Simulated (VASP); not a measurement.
Here is the system:

```
CELL_PARAMETERS angstrom
      1.59153    -2.70053     0.00000
      1.59153     2.70053     0.00000
      0.00000     0.00000     5.12082
ATOMIC_POSITIONS crystal
  Mg 0.33333 0.66667 0.25000
  Mg 0.69185 0.35852 0.75000
```

These are r2SCAN meta-GGA, VASP's PBE PAW potentials (set 64) (plane waves; VASP) values and carry that method's errors. Run with 400 eV cut-off, 12×12×7 Γ-centred mesh, first-order Methfessel-Paxton smearing of 0.10 eV, potentials Mg.

Question: Predict the energy per atom (σ→0), largest force, band gap (on the k-mesh) with the smallest direct gap where there is one.

Answer: 
```yaml
band gap (on the k-mesh): none (metal, semimetal or under 0.01 eV)
energy per atom (σ→0): -4.146 eV/atom
largest_force: 0.070 eV/Å
```

The compound is Mg in the hcp structure. The cell was not relaxed at this level, atoms are displaced from their ideal sites. The run is one of a series of settings (GGA removed, LMIXTAU = .TRUE., METAGGA = R2SCAN against the base run), some of them coarse on purpose.
